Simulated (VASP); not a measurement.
Calculation: LDA (Ceperley-Alder, Perdew-Zunger), VASP's LDA PAW potentials (set 64) (plane waves; VASP).

Input for VASP

**INCAR**
```
SYSTEM = CrO2
PREC = Accurate
ENCUT = 620
EDIFF = 1E-6
NELM = 100
ALGO = Normal
LREAL = .FALSE.
LASPH = .TRUE.
ISMEAR = 1
SIGMA = 0.1
LMAXMIX = 4
ISPIN = 2
MAGMOM = 2.0 2.0 -0.0 -0.0 -0.0 -0.0
LORBIT = 10
LWAVE = .FALSE.
LCHARG = .FALSE.
IBRION = 2
ISIF = 3
NSW = 40
EDIFFG = -0.02
PSTRESS = 50
```

### POSCAR
```
CrO2
1.0
  4.3317695914   0.0000000000   0.0000000000
  0.0000000000   4.3317695914   0.0000000000
  0.0000000000   0.0000000000   2.8429065405
Cr O
2 4
Cartesian
  0.0000000000   0.0000000000   2.8429065405
  2.1658847957   2.1658847957   1.4214532703
  1.3121898204   1.3121898204   0.0000000000
  3.4780746161   0.8536949753   1.4214532703
  0.8536949753   3.4780746161   1.4214532703
  3.0195797710   3.0195797710   2.8429065405
```

### KPOINTS
```
kpoints
0
Gamma
7 7 11
0 0 0
```

POTCAR, in this order: Cr_pv O (LDA.64 set). Program: vasp_std.

What VASP printed:

### OUTCAR
```
 ion  position               nearest neighbor table
   1  0.000  0.000  0.000-   3 1.86   6 1.86   5 1.86   4 1.86   4 1.86   5 1.86
   2  0.500  0.500  0.500-   4 1.86   5 1.86   3 1.86   6 1.86   3 1.86   6 1.86
   3  0.303  0.303  0.000-   1 1.86   2 1.86   2 1.86
   4  0.803  0.197  0.500-   2 1.86   1 1.86   1 1.86
   5  0.197  0.803  0.500-   2 1.86   1 1.86   1 1.86
   6  0.697  0.697  0.000-   1 1.86   2 1.86   2 1.86
  LATTYP: Found a simple tetragonal cell.
 ALAT       =     4.3317695914
 C/A-ratio  =     0.6562921874
 Subroutine PRICEL returns:
 Original cell was already a primitive cell.
 Subroutine GETGRP returns: Found 16 space group operations
The static configuration has the point symmetry D_2h.
 The point group associated with its full space group is D_4h.
The dynamic configuration has the point symmetry D_2h.
The overall configuration has the point symmetry D_2h.
 Subroutine INISYM returns: Found 16 space group operations
 Subroutine IBZKPT returns following result:
 Found     60 irreducible k-points:

 Following reciprocal coordinates:
            Coordinates               Weight
  0.000000  0.000000  0.000000      1.000000
  0.142857  0.000000  0.000000      4.000000
  0.285714  0.000000  0.000000      4.000000
  0.428571  0.000000  0.000000      4.000000
  0.142857  0.142857  0.000000      4.000000
  0.285714  0.142857  0.000000      8.000000
  0.428571  0.142857  0.000000      8.000000
  0.285714  0.285714  0.000000      4.000000
  0.428571  0.285714  0.000000      8.000000
  0.428571  0.428571  0.000000      4.000000
  0.000000  0.000000  0.090909      2.000000
  0.142857  0.000000  0.090909      8.000000
  0.285714  0.000000  0.090909      8.000000
  0.428571  0.000000  0.090909      8.000000
  0.142857  0.142857  0.090909      8.000000
  0.285714  0.142857  0.090909     16.000000
  0.428571  0.142857  0.090909     16.000000
...
```

### OSZICAR
```
       N       E                     dE             d eps       ncg     rms          rms(c)
DAV:   1     0.660689591431E+03    0.66069E+03   -0.29766E+04  7200   0.208E+03
DAV:   2     0.100118350425E+02   -0.65068E+03   -0.61187E+03  7668   0.568E+02
DAV:   3    -0.686627513723E+02   -0.78675E+02   -0.76567E+02  8654   0.187E+02
DAV:   4    -0.709339504420E+02   -0.22712E+01   -0.21517E+01  8468   0.311E+01
DAV:   5    -0.709938574363E+02   -0.59907E-01   -0.59848E-01  9080   0.498E+00    0.393E+01
DAV:   6    -0.628451237972E+02    0.81487E+01   -0.14757E+02  8396   0.105E+02    0.340E+01
DAV:   7    -0.578084357394E+02    0.50367E+01   -0.88500E+01  8712   0.979E+01    0.170E+01
DAV:   8    -0.560731443275E+02    0.17353E+01   -0.59462E+00  7924   0.226E+01    0.702E+00
DAV:   9    -0.556711816657E+02    0.40196E+00   -0.19610E+00  9680   0.125E+01    0.204E+00
DAV:  10    -0.556757312855E+02   -0.45496E-02   -0.14763E-01  8048   0.341E+00    0.110E+00
DAV:  11    -0.556732530473E+02    0.24782E-02   -0.15875E-02  9628   0.103E+00    0.578E-01
DAV:  12    -0.556721240405E+02    0.11290E-02   -0.47896E-03  9786   0.634E-01    0.258E-01
DAV:  13    -0.556720611030E+02    0.62938E-04   -0.71634E-04  9506   0.250E-01    0.994E-02
DAV:  14    -0.556720447515E+02    0.16352E-04   -0.93711E-05  9068   0.748E-02    0.385E-02
DAV:  15    -0.556720380909E+02    0.66606E-05   -0.28470E-05  9828   0.488E-02    0.146E-02
DAV:  16    -0.556720378955E+02    0.19543E-06   -0.32227E-06  6296   0.110E-02
   1 F= -.54007274E+02 E0= -.54007038E+02  d E =-.540073E+02  mag=     4.0020
       N       E                     dE             d eps       ncg     rms          rms(c)
DAV:   1    -0.556736449741E+02   -0.16069E-02   -0.29183E-01  7302   0.373E+00    0.353E-01
DAV:   2    -0.556733204030E+02    0.32457E-03   -0.88833E-03  8934   0.740E-01    0.248E-01
DAV:   3    -0.556729501365E+02    0.37027E-03   -0.92587E-04  9056   0.256E-01    0.175E-01
DAV:   4    -0.556729072921E+02    0.42844E-04   -0.30556E-04  9470   0.158E-01    0.965E-02
DAV:   5    -0.556729000309E+02    0.72612E-05   -0.73564E-05  9308   0.884E-02    0.646E-02
DAV:   6    -0.556728925740E+02    0.74569E-05   -0.40867E-05  9696   0.624E-02    0.535E-02
DAV:   7    -0.556728908127E+02    0.17613E-05   -0.97907E-06  9950   0.300E-02    0.790E-03
DAV:   8    -0.556728908014E+02    0.11248E-07   -0.52577E-07  4914   0.601E-03
   2 F= -.54007679E+02 E0= -.54007415E+02  d E =-.404807E-03  mag=     4.0018
       N       E                     dE             d eps       ncg     rms          rms(c)
DAV:   1    -0.556728697873E+02    0.21025E-04   -0.16396E-02  7314   0.885E-01    0.844E-02
DAV:   2    -0.556728514410E+02    0.18346E-04   -0.49878E-04  8984   0.176E-01    0.590E-02
DAV:   3    -0.556728308855E+02    0.20556E-04   -0.51465E-05  9178   0.603E-02    0.411E-02
DAV:   4    -0.556728284825E+02    0.24029E-05   -0.16867E-05  9474   0.376E-02    0.219E-02
DAV:   5    -0.556728279863E+02    0.49623E-06   -0.42057E-06  7318   0.213E-02
   3 F= -.54007722E+02 E0= -.54007465E+02  d E =-.447738E-03  mag=     4.0019
```

File OUTCAR:
```
------------------------ aborting loop because EDIFF is reached ----------------------------------------
  FORCE on cell =-STRESS in cart. coord.  units (eV):
  Direction    XX          YY          ZZ          XY          YZ          ZX
  --------------------------------------------------------------------------------------
  Total        1.6336230      1.6336230      1.6364475      0.0000000      0.0000000      0.0000000
  in kB       49.0546113     49.0546113     49.1394250      0.0000000      0.0000000      0.0000000
  external PRESSURE =      -0.9171175 kB  Pullay stress =      50.0000000 kB
  volume of cell :       53.36
      direct lattice vectors                 reciprocal lattice vectors
     4.329581802  0.000000000  0.000000000     0.230969190 -0.000000000  0.000000000
     0.000000000  4.329581802  0.000000000    -0.000000000  0.230969190  0.000000000
     0.000000000  0.000000000  2.846365601     0.000000000  0.000000000  0.351325213
 POSITION                                       TOTAL-FORCE (eV/Angst)
 -----------------------------------------------------------------------------------
      0.00000      4.32958      0.00000        -0.000000      0.000000      0.000000
      2.16479      2.16479      1.42318        -0.000000      0.000000      0.000000
      1.30991      1.30991      0.00000         0.002388      0.002388      0.000000
      3.47470      0.85488      1.42318         0.002388     -0.002388     -0.000000
      0.85488      3.47470      1.42318        -0.002388      0.002388      0.000000
      3.01967      3.01967      0.00000        -0.002388     -0.002388     -0.000000
 -----------------------------------------------------------------------------------
    total drift:                               -0.000000     -0.000000      0.000000
  FREE ENERGIE OF THE ION-ELECTRON SYSTEM (eV)
  ---------------------------------------------------
  free  energy   TOTEN  =       -55.6728279863 eV

  energy  without entropy=      -55.6720571109  energy(sigma->0) =      -55.67257103
  enthalpy is  TOTEN    =       -54.0077215363 eV   P V=        1.6651064500

 total charge

# of ion       s       p       d       tot
------------------------------------------
    1        0.385   6.536   4.160  11.081
    2        0.385   6.536   4.160  11.081
    3        1.559   3.481   0.000   5.040
    4        1.559   3.481   0.000   5.040
    5        1.559   3.481   0.000   5.040
    6        1.559   3.481   0.000   5.040
--------------------------------------------------
tot          7.007  26.995   8.321  42.322

 magnetization (x)

# of ion       s       p       d       tot
------------------------------------------
    1        0.025   0.029   1.923   1.977
    2        0.025   0.029   1.923   1.977
    3       -0.002  -0.020   0.000  -0.022
    4       -0.002  -0.020   0.000  -0.022
    5       -0.002  -0.020   0.000  -0.022
    6       -0.002  -0.020   0.000  -0.022
--------------------------------------------------
tot          0.042  -0.022   3.846   3.867

 reached required accuracy - stopping structural energy minimisation
```
(Selected blocks of OUTCAR.)

File CONTCAR:
```
CrO2
   1.00000000000000
     4.3295818016485557    0.0000000000000000    0.0000000000000000
     0.0000000000000000    4.3295818016485557    0.0000000000000000
     0.0000000000000000    0.0000000000000000    2.8463656010846154
  Cr              O
     2     4
Direct
     0.0000000000000000    1.0000000000000000    0.0000000000000000
     0.5000000000000000    0.5000000000000000    0.5000000000000000
     0.3025486216099739    0.3025486216099739    0.0000000000000000
     0.8025486216099739    0.1974513783900261    0.5000000000000000
     0.1974513783900261    0.8025486216099739    0.5000000000000000
     0.6974513783900261    0.6974513783900261    0.0000000000000000
```

File OUTCAR:
```
 val. band max:        6.4706648944   @ k =   0.4286   0.0000   0.1818

 cond. band min:       6.4942074983   @ k =   0.2857   0.2857   0.2727


 Fermi energy:         6.4865557053

 spin component 1

 k-point     1 :       0.0000    0.0000    0.0000
  band No.  band energies     occupation
      1     -38.1764      1.00000
      2     -38.1764      1.00000
      3     -38.0189      1.00000
      4     -38.0189      1.00000
      5     -37.9450      1.00000
      6     -37.9247      1.00000
      7     -13.8355      1.00000
      8     -11.8933      1.00000
      9     -11.2957      1.00000
     10     -11.2957      1.00000
     11      -1.9016      1.00000
     12      -1.2849      1.00000
     13      -0.9054      1.00000
     14       0.4598      1.00000
     15       0.4598      1.00000
     16       2.0286      1.00000
     17       2.0286      1.00000
     18       2.5538      1.00000
     19       4.4463      1.00000
     20       4.8533      1.00000
     21       4.8610      1.00000
     22       4.8610      1.00000
     23       5.0169      1.00000
     24       5.3112      1.00000
     25       5.3112      1.00000
     26       5.3427      1.00000
     27       5.5911      1.00000
     28       7.7422     -0.00000
     29       7.7922     -0.00000
     30       9.3630      0.00000

 k-point     2 :       0.1429    0.0000    0.0000
  band No.  band energies     occupation
      1     -38.1751      1.00000
      2     -38.1750      1.00000
      3     -38.0206      1.00000
      4     -38.0204      1.00000
      5     -37.9440      1.00000
      6     -37.9257      1.00000
      7     -13.7440      1.00000
      8     -11.9405      1.00000
      9     -11.3806      1.00000
     10     -11.3159      1.00000
     11      -1.7305      1.00000
     12      -1.1964      1.00000
     13      -0.7403      1.00000
     14       0.4713      1.00000
     15       0.4821      1.00000
     16       1.8203      1.00000
...
```

The moments were started parallel, and other spin orders were not tried in this run.

The compound is CrO2 in the rutile structure. This run relaxes it under an external pressure of 5 GPa. Symmetry was kept, so distortions that lower it aren't found.
